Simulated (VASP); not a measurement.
# NaLa (P-6m2) in VASP: further runs

One crystal, NaLa, is run at these levels: PBEsol+D3(BJ); tasks: single point.

Everything below comes from runs of VASP 6.6.1. Logs are shortened: lines on timing, memory, paths and dates and some standing lists are left out, and cuts for length are marked.

## Step 1: The crystal as given

The structure is hexagonal, space group P-6m2 (No. 187). Conventional cell: a = 3.689 Å, b = 3.689 Å, c = 6.632 Å, α = 90.00°, β = 90.00°, γ = 120.00°. Around Na (site symmetry -6m2) lie 6 Na at 3.69 Å and 6 La at 3.94 Å. La (site symmetry -6m2) has 6 La at 3.69 Å and 6 Na at 3.94 Å as nearest neighbours.

The cell comes from a database or a generator and needn't be the stable form of this composition.

## Step 2: Single point, PBEsol+D3(BJ)

File INCAR:

```
SYSTEM = NaLa
PREC = Accurate ; ENCUT = 520
EDIFF = 1E-6 ; ISMEAR = 1
SIGMA = 0.1 ; LREAL = .False.
LASPH = .True. ; NELM = 100
ALGO = Normal ; ISIF = 2
LWAVE = .False. ; LCHARG = .False.
GGA = PS ; IVDW = 12
NBANDS = 16
```

File KPOINTS:

```
Automatic mesh
0
Gamma
  7 7 4
  0 0 0
```

File POSCAR:

```
NaLa
1.0
    3.6885064182      0.0000000000      0.0000000000
   -1.8442526977      3.1943402822      0.0000000000
    0.0000000000      0.0000000000      6.6316713732
Na La
1 1
Direct
    0.0000000000      0.0000000000      0.0000000000
    0.3333333333      0.6666666667      0.5000000000
```

Potentials or basis: VASP PAW PBE potentials, release 64 (Na_pv, La).

Command:

```sh
cat potpaw_PBE.64/Na_pv/POTCAR potpaw_PBE.64/La/POTCAR > POTCAR
mpirun -np 1 vasp_std > vasp.out
```

OUTCAR:

```text
SYSTEM = NaLa
   PREC = Accurate
   ENCUT = 520
   EDIFF = 1E-6
   ISMEAR = 1
   LREAL = .False.
   LASPH = .True.
   NELM = 100
   ISIF = 2
   GGA = PS
   IVDW = 12
 IVDW          = 12

 ion  position               nearest neighbor table
   1  0.000  0.000  0.000-
   2  0.333  0.667  0.500-

  LATTYP: Found a hexagonal cell.
 ALAT       =     3.6885064182
 C/A-ratio  =     1.7979286522

  Lattice vectors:

 A1 = (   3.6885064182,   0.0000000000,   0.0000000000)
 A2 = (  -1.8442526977,   3.1943402822,   0.0000000000)
 A3 = (   0.0000000000,   0.0000000000,   6.6316713732)

Analysis of symmetry for initial positions (statically):
=====================================================================
 Subroutine PRICEL returns:
 Original cell was already a primitive cell.

 Routine SETGRP: Setting up the symmetry group for a
 hexagonal supercell.

 Subroutine GETGRP returns: Found 12 space group operations
 (whereof 12 operations were pure point group operations)
 out of a pool of 24 trial point group operations.

The static configuration has the point symmetry D_3h.

Analysis of symmetry for dynamics (positions and initial velocities):
=====================================================================
 Subroutine PRICEL returns:
 Original cell was already a primitive cell.

 Routine SETGRP: Setting up the symmetry group for a
 hexagonal supercell.

 Subroutine GETGRP returns: Found 12 space group operations
 (whereof 12 operations were pure point group operations)
 out of a pool of 24 trial point group operations.

The dynamic configuration has the point symmetry D_3h.

 Subroutine INISYM returns: Found 12 space group operations
 (whereof 12 operations are pure point group operations),
 and found     1 'primitive' translations

----------------------------------------------------------------------------------------

                                     Primitive cell

  volume of cell :      78.1366

  direct lattice vectors                    reciprocal lattice vectors
     3.688506418  0.000000000  0.000000000     0.271112447  0.156526800  0.000000000
    -1.844252698  3.194340282  0.000000000     0.000000000  0.313053686  0.000000000
     0.000000000  0.000000000  6.631671373     0.000000000  0.000000000  0.150791549

  length of vectors
     3.688506418  3.688506182  6.631671373     0.313053666  0.313053686  0.150791549

[... 78 lines left out ...]
   NELM   =    100;   NELMIN=  2; NELMDL= -5     # of ELM steps
   EDIFF  = 0.1E-05   stopping-criterion for ELM
   LREAL  =      F    real-space projection
   EDIFFG = 0.1E-04   stopping-criterion for IOM
   NSW    =      0    number of steps for IOM
   IBRION =     -1    ionic relax: 0-MD 1-quasi-New 2-CG
   NFREE  =      0    steps in history (QN), initial steepest desc. (CG)
   ISIF   =      2    stress and relaxation
   ISYM   =      2    0-nonsym 1-usesym 2-fastsym
   POTIM  = 0.5000    time-step for ionic-motion
   TEBEG  =    0.0;   TEEND  =   0.0 temperature during run
   PSTRESS=    0.0 pullay stress
   NELECT =      18.0000    total number of electrons
   NUPDOWN=      -1.0000    fix difference up-down
   EMIN   =  10.00;   EMAX   =-10.00  energy-range for DOS
   EFERMI =   0.00;   METHOD = LEGACY
   ISMEAR =     1;   SIGMA  =   0.10  broadening in eV -4-tet -1-fermi 0-gaus
   EFERMI_NEDOS =   21; number of points for ismear=-14 and -15
   IALGO  =     38    algorithm
   IMIX   =      4    mixing-type and parameters
     AMIX     =   0.40;   BMIX     =  1.00
     AMIX_MAG =   1.60;   BMIX_MAG =  1.00
  volume/ion in A,a.u.               =      39.07       263.65
  Fermi-wavevector in a.u.,A,eV,Ry     =   1.003569  1.896471 13.703130  1.007152
  Thomas-Fermi vector in A             =   2.136130
   LORBIT       =      0    0 simple, 1 ext, 2 COOP (PROOUT), +10 PAW based schemes
   GGA     = PS    functional components
   LHFCALC =     F    Hartree Fock is set to
   AEXX    =    0.0000 exact exchange contribution
   IVDW    =    12    specifies the selected vdW correction
   LEPSILON=     F    determine dielectric tensor
   LRPA    =     F    only Hartree local field effects (RPA)
 non-spin polarized calculation
 Methfessel and Paxton  Order N= 1 SIGMA  =   0.10
  energy-cutoff  :      520.00
  volume of cell :       78.14
 maximum number of plane-waves:      2123
 NGX is ok and might be reduce to    28
   NGX = 13   NGY = 13   NGZ = 25

 number of electron      18.0000012 magnetization

 Free energy of the ion-electron system (eV)
  ---------------------------------------------------
  ext. energy  EPLUGINS =         0.00000000
  ---------------------------------------------------
  free energy    TOTEN  =        -6.30863488 eV

  energy without entropy =       -6.31105387  energy(sigma->0) =       -6.30944121

 E-fermi :   3.6702     XC(G=0):  -7.9840

 val. band max:        3.6008451148   @ k =   0.1429   0.1429   0.0000
 cond. band min:       3.6993325116   @ k =   0.0000   0.0000   0.5000
 fundamental gap:      0.0984873968
 Fermi energy:         3.6702114016

 k-point     1 :       0.0000    0.0000    0.0000
  band No.  band energies     occupation
      1     -29.5538      2.00000
      2     -20.6462      2.00000
      3     -20.6462      2.00000
      4     -20.6422      2.00000
      5     -13.2608      2.00000
      6     -12.5377      2.00000
[... 433 lines left out ...]
      3     -20.6636      2.00000
      4     -20.6369      2.00000
      5     -13.4938      2.00000
      6     -13.1965      2.00000
[... 8 lines left out ...]
     15       5.2418     -0.00000
     16       5.4669     -0.00000

------------------------ aborting loop because EDIFF is reached ----------------------------------------

 Edisp (eV)   -0.56994

 E8    (eV) :    -0.4298

  FORCE on cell =-STRESS in cart. coord.  units (eV):
  Direction    XX          YY          ZZ          XY          YZ          ZX
  --------------------------------------------------------------------------------------
  -------------------------------------------------------------------------------------
  Total      -1.84530    -1.84530    -1.27976    -0.00000    -0.00000     0.00000
  in kB     -37.83760   -37.83761   -26.24123    -0.00001    -0.00000     0.00000
  external pressure =      -33.97 kB  Pullay stress =        0.00 kB

 VOLUME and BASIS-vectors are now :
 -----------------------------------------------------------------------------
  energy-cutoff  :      520.00
  volume of cell :       78.14
      direct lattice vectors                 reciprocal lattice vectors
     3.688506418  0.000000000  0.000000000     0.271112447  0.156526800  0.000000000
    -1.844252698  3.194340282  0.000000000     0.000000000  0.313053686  0.000000000
     0.000000000  0.000000000  6.631671373     0.000000000  0.000000000  0.150791549

 POSITION                                       TOTAL-FORCE (eV/Angst)
 -----------------------------------------------------------------------------------
      0.00000      0.00000      0.00000        -0.000000      0.000000      0.000000
      0.00000      2.12956      3.31584         0.000000      0.000000      0.000000
 -----------------------------------------------------------------------------------
    total drift:                               -0.000001     -0.000000     -0.000000

  FREE ENERGIE OF THE ION-ELECTRON SYSTEM (eV)
  ---------------------------------------------------
  free  energy   TOTEN  =        -6.8785748495 eV

  energy  without entropy=       -6.8809938332  energy(sigma->0) =       -6.87938118
```

Wall time 15 s (1 thread of Intel Xeon 6975P-C (Granite Rapids), shared host); peak memory 0.21 GiB.

Results:

| Item | Value |
| --- | --- |
| Free energy | -6.8786 eV |
| Pressure | -3.4 GPa |
| Band gap on the k mesh | none (metal or under the smearing width) |
| Dispersion energy per atom | -0.285 eV |

Stress tensor (GPa, compression positive):
```
-3.78  0.00  0.00
 0.00 -3.78  0.00
 0.00  0.00 -2.62
```

Caveat: the PAW data sets were made with another functional, which shifts forces and pressure a little; pairwise dispersion overbinds metals, which lowers pressure and volume.

## Step 3: Single point, PBEsol+D3(BJ)

This run uses another cell than the first one, of 35.78 Å³/atom, 0.916 times its volume.

File INCAR:

```
ALGO = Fast ; EDIFF = 1E-6
ENCUT = 520 ; GGA = PS
ISIF = 2 ; ISMEAR = 1
IVDW = 12 ; LASPH = T
LCHARG = T ; LELF = T
LREAL = F ; LVHAR = T
LWAVE = F ; NBANDS = 16
NELM = 100 ; PREC = Accurate
SIGMA = 0.1
```

File KPOINTS:

```
k-points
0
Gamma
  7 7 4
```

File POSCAR:

```
NaLa
1.0
    3.5820472439      0.0000000000      0.0000000000
   -1.7910231253      3.1021439322      0.0000000000
    0.0000000000      0.0000000000      6.4402653734
Na La
1 1
Direct
    0.0000000000      0.0000000000      0.0000000000
    0.3333333333      0.6666666667      0.5000000000
```

Potentials or basis: VASP PAW PBE potentials, release 64 (Na_pv, La).

Command:

```sh
cat potpaw_PBE.64/Na_pv/POTCAR potpaw_PBE.64/La/POTCAR > POTCAR
mpirun -np 1 vasp_std > vasp.out
```

OUTCAR:

```text
EDIFF = 1E-6
   ENCUT = 520
   GGA = PS
   ISIF = 2
   ISMEAR = 1
   IVDW = 12
   LASPH = T
   LREAL = F
   NELM = 100
   PREC = Accurate
 IVDW          = 12

 ion  position               nearest neighbor table
   1  0.000  0.000  0.000-
   2  0.333  0.667  0.500-

  LATTYP: Found a hexagonal cell.
 ALAT       =     3.5820472439
 C/A-ratio  =     1.7979286522

  Lattice vectors:

 A1 = (   3.5820472439,   0.0000000000,   0.0000000000)
 A2 = (  -1.7910231253,   3.1021439322,   0.0000000000)
 A3 = (   0.0000000000,   0.0000000000,   6.4402653734)

Analysis of symmetry for initial positions (statically):
=====================================================================
 Subroutine PRICEL returns:
 Original cell was already a primitive cell.

 Routine SETGRP: Setting up the symmetry group for a
 hexagonal supercell.

 Subroutine GETGRP returns: Found 12 space group operations
 (whereof 12 operations were pure point group operations)
 out of a pool of 24 trial point group operations.

The static configuration has the point symmetry D_3h.

Analysis of symmetry for dynamics (positions and initial velocities):
[... 158 lines left out ...]

  energy without entropy =       -6.37489056  energy(sigma->0) =       -6.37401566

 E-fermi :   4.2341     XC(G=0):  -8.2870

 val. band max:        4.1901213146   @ k =   0.0000   0.0000   0.5000
 cond. band min:       4.2382141923   @ k =   0.1429   0.1429   0.0000
 fundamental gap:      0.0480928777
 Fermi energy:         4.2341202741

 k-point     1 :       0.0000    0.0000    0.0000
  band No.  band energies     occupation
      1     -28.8760      2.00000
      2     -20.0498      2.00000
      3     -20.0473      2.00000
      4     -20.0473      2.00000
      5     -12.6074      2.00000
      6     -11.7019      2.00000
[... 433 lines left out ...]
      3     -20.0712      2.00000
      4     -20.0422      2.00000
      5     -12.9285      2.00000
      6     -12.5514      2.00000
[... 8 lines left out ...]
     15       5.9770     -0.00000
     16       6.2542      0.00000

------------------------ aborting loop because EDIFF is reached ----------------------------------------

 Edisp (eV)   -0.62467

 E8    (eV) :    -0.4714

  FORCE on cell =-STRESS in cart. coord.  units (eV):
  Direction    XX          YY          ZZ          XY          YZ          ZX
  --------------------------------------------------------------------------------------
  -------------------------------------------------------------------------------------
  Total      -1.22768    -1.22768    -0.74051    -0.00000     0.00000     0.00000
  in kB     -27.48519   -27.48519   -16.57852    -0.00000     0.00000     0.00000
  external pressure =      -23.85 kB  Pullay stress =        0.00 kB

 VOLUME and BASIS-vectors are now :
 -----------------------------------------------------------------------------
  energy-cutoff  :      520.00
  volume of cell :       71.56
      direct lattice vectors                 reciprocal lattice vectors
     3.582047244  0.000000000  0.000000000     0.279169964  0.161178808  0.000000000
    -1.791023125  3.102143932  0.000000000     0.000000000  0.322357705  0.000000000
     0.000000000  0.000000000  6.440265373     0.000000000  0.000000000  0.155273105

 POSITION                                       TOTAL-FORCE (eV/Angst)
 -----------------------------------------------------------------------------------
      0.00000      0.00000      0.00000        -0.000000      0.000000      0.000000
      0.00000      2.06810      3.22013         0.000000     -0.000000      0.000000
 -----------------------------------------------------------------------------------
    total drift:                               -0.000001     -0.000000     -0.000000

  FREE ENERGIE OF THE ION-ELECTRON SYSTEM (eV)
  ---------------------------------------------------
  free  energy   TOTEN  =        -6.9982514667 eV

  energy  without entropy=       -6.9995638168  energy(sigma->0) =       -6.99868892
```

OSZICAR:

```text
N       E                     dE             d eps       ncg     rms          rms(c)
DAV:   1     0.180035308124E+03    0.18004E+03   -0.77055E+03   776   0.143E+03
DAV:   2     0.119949282068E+02   -0.16804E+03   -0.16388E+03  1048   0.277E+02
DAV:   3    -0.492665053841E+01   -0.16922E+02   -0.16245E+02   928   0.109E+02
[... 21 lines left out ...]
RMM:  25    -0.637357230844E+01   -0.34786E-05   -0.34208E-05  1032   0.290E-02    0.123E-03
RMM:  26    -0.637357445614E+01   -0.21477E-05   -0.22405E-05  1024   0.263E-02    0.131E-03
RMM:  27    -0.637357608008E+01   -0.16239E-05   -0.16812E-05   993   0.248E-02    0.121E-03
RMM:  28    -0.637357733127E+01   -0.12512E-05   -0.12886E-05   987   0.220E-02    0.965E-04
RMM:  29    -0.637357821257E+01   -0.88131E-06   -0.92477E-06   956   0.212E-02
   1 F= -.69982515E+01 E0= -.69986889E+01  d E =0.131235E-02
```

stdout:

```text
POSCAR found type information on POSCAR NaLa
 POSCAR found :  2 types and       2 ions
 scaLAPACK will be used
 -----------------------------------------------------------------------------
|                                                                             |
|                                                                             |
|     You enforced a specific xc type in the INCAR file but a different       |
|     I HOPE YOU KNOW WHAT YOU ARE DOING!                                     |
|                                                                             |
 -----------------------------------------------------------------------------

 LDA part: xc-table for (Slater+PW92), standard interpolation
 POSCAR, INCAR and KPOINTS ok, starting setup
 FFT: planning ... GRIDC
 FFT: planning ... GRID_SOFT
 FFT: planning ... GRID
 WAVECAR not read
 entering main loop
```

Wall time 36 s (1 thread of Intel Xeon 6975P-C (Granite Rapids), shared host); peak memory 0.21 GiB.

What came out:

```yaml
Free_energy: -6.9983 eV
Pressure: -2.4 GPa
Band_gap_on_the_k_mesh: none (metal or under the smearing width)
Dispersion_energy_per_atom: -0.312 eV
```

Stress tensor (GPa, compression positive):
```
-2.75  0.00  0.00
 0.00 -2.75  0.00
 0.00  0.00 -1.66
```

Caveat: the PAW data sets were made with another functional, which shifts forces and pressure a little; pairwise dispersion overbinds metals, which lowers pressure and volume. The run has no spin-orbit coupling, so splittings on La are missing.

## Step 4: Single point, PBEsol+D3(BJ)

This run uses another cell than the first one, of 36.88 Å³/atom, 0.944 times its volume.

File INCAR:

```
PREC = Accurate
ENCUT = 520
EDIFF = 1E-6
ISMEAR = 1
SIGMA = 0.1
LREAL = F
LASPH = T
NELM = 100
ALGO = Fast
ISIF = 2
LWAVE = F
LCHARG = F
GGA = PS
IVDW = 12
NBANDS = 16
```

File KPOINTS:

```
Automatic mesh
0
Gamma
  7 7 4
```

File POSCAR:

```
NaLa
1.0
    3.6182319883      0.0000000000      0.0000000000
   -1.8091154925      3.1334808403      0.0000000000
    0.0000000000      0.0000000000      6.5053229622
Na La
1 1
Direct
    0.0000000000      0.0000000000      0.0000000000
    0.3333333333      0.6666666667      0.5000000000
```

Command:

```sh
cat potpaw_PBE.64/Na_pv/POTCAR potpaw_PBE.64/La/POTCAR > POTCAR
mpirun -np 1 vasp_std > vasp.out
```

Wall time 45 s (1 thread of Intel Xeon 6975P-C (Granite Rapids), shared host); peak memory 0.21 GiB.

Results (log left out):

- Free energy: -6.9631 eV
- Pressure: -2.8 GPa
- Band gap on the k mesh: none (metal or under the smearing width)
- Dispersion energy per atom: -0.303 eV

Stress tensor (GPa, compression positive):
```
-3.12  0.00  0.00
 0.00 -3.12  0.00
 0.00  0.00 -2.07
```

Levels at points of the mesh, in eV from the Fermi level:
| k point | band 6 | band 7 | band 8 | band 9 | band 10 | band 11 | band 12 | band 13 |
| --- | --- | --- | --- | --- | --- | --- | --- | --- |
| (0.00, 0.00, 0.00) | -16.03 | -16.03 | -3.30 | -1.26 | 0.74 | 1.09 | 1.64 | 1.64 |
| (0.00, 0.00, 0.50) | -16.03 | -16.03 | -2.42 | -2.03 | -0.02 | 1.09 | 1.36 | 1.64 |

Caveat: the PAW data sets were made with another functional, which shifts forces and pressure a little; pairwise dispersion overbinds metals, which lowers pressure and volume. Spin-orbit coupling is left out, which matters for the levels of La.

## Step 5: The runs side by side

```tsv
cell	gap on the mesh (eV)	pressure (GPa)
P-6m2, 39.07 Å³/atom	none	-3.4
P-6m2, 35.78 Å³/atom	none	-2.4
P-6m2, 36.88 Å³/atom	none	-2.8
```

Alike in all rows: task single point; level PBEsol+D3(BJ); potentials or basis VASP PAW PBE potentials, release 64 (Na_pv, La); no spin polarisation; k mesh 7 × 7 × 4; cutoff (eV) 520; smearing methfessel-paxton 0.1 eV.

Every run on the cell as given and a fine mesh finds a metal.

Caveats: the PAW data sets were made with another functional, which shifts forces and pressure a little; pairwise dispersion overbinds metals, which lowers pressure and volume.

Absolute energies hang on the potentials; compare differences alone.
